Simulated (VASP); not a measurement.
Input of a VASP 6.6.1 run:

Contents of INCAR:

```
SYSTEM = BeCd2S3
  PREC = Normal
  ENCUT = 520
  EDIFF = 1E-4
  ISMEAR = 0
  SIGMA = 0.15
  LREAL = .FALSE.
  LASPH = .TRUE.
  NELM = 60
  ALGO = Fast
  ISIF = 3
  LWAVE = .FALSE.
  LCHARG = .FALSE.
  GGA = PE
  IBRION = 2
  NSW = 24
  EDIFFG = -0.08
```

KPOINTS

```
regular mesh
0
G
  4 4 2
  0 0 0
```

Contents of POSCAR:

```
BeCd2S3
1.0
    4.7751728500      0.0000000000      0.0000000000
   -2.3875864300      4.1354210000      0.0000000000
    0.0000000000      0.0000000000      6.4626117900
Be Cd S
1 2 3
Direct
    0.0000000000      0.0000000000      0.0000000000
    0.3333333300      0.6666666700      0.5000000000
    0.6666666700      0.3333333300      0.5000000000
    0.3333333300      0.6666666700      0.0000000000
    0.6666666700      0.3333333300      0.0000000000
    0.0000000000      0.0000000000      0.5000000000
```

Potentials or basis: VASP PAW PBE potentials, release 64 (Be, Cd, S).

Run with:

```console
$ cat potpaw_PBE.64/Be/POTCAR potpaw_PBE.64/Cd/POTCAR potpaw_PBE.64/S/POTCAR > POTCAR
$ mpirun -np 1 vasp_std > vasp.out
```

(1) Predict the band gap on the k mesh.

(2) Estimate the space group after relaxing (to 0.05 Å).

(3) Estimate the relaxed cell.

Results:

(1) none (metal or under the smearing width).

(2) P6/mmm (No. 191).

(3) a = 5.092 Å, b = 5.092 Å, c = 4.965 Å, α = 90.00°, β = 90.00°, γ = 120.00°.

Caveat: the k mesh is coarse (spacing up to 0.49 Å⁻¹), so the values aren't converged.
